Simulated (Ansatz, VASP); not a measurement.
Two plane-wave programs on Ge3BiH4

```
Ge Bi H
1.0
     4.72878    0.00000    0.00000
     0.00000    4.72878    0.00000
     0.00000    0.00000    4.72878
Ge Bi H
3 1 4
Direct
  0.00000 0.50000 0.50000
  0.50000 0.00000 0.50000
  0.50000 0.50000 0.00000
  0.00000 0.00000 0.00000
  0.50000 0.50000 0.50000
  0.50000 0.00000 0.00000
  0.00000 0.50000 0.00000
  0.00000 0.00000 0.50000
```

Alike in both runs: functional PBE; k mesh 8 × 8 × 8; occupations gaussian, width 0.1 eV; no spin polarisation.

Ansatz relaxed the structure, and its values are those at the end. VASP's run is a single point on that final structure, the one shown.

```csv
,VASP,Ansatz
version,VASP 6.6.1,Ansatz 0.2.0
potentials or method,"VASP PAW PBE potentials, release 64 (Ge_d, Bi_d, H)","scalar-relativistic, plane waves, PAW"
plane-wave cutoff (eV),520,420
valence electrons in the cell,61,61
```

Ansatz gave:

| Item | Value |
| --- | --- |
| gap on the k mesh at the Fermi level (eV) | none |
| pressure (GPa) | 0.0 |

**Question.** Estimate VASP's values.

**Answer.** gap on the k mesh at the Fermi level (eV): none; pressure (GPa): -0.1.

A gap of «none» marks a metal or a gap that the smearing closes.

Caveats: spin-orbit coupling is left out, which moves the levels of the heavy elements.
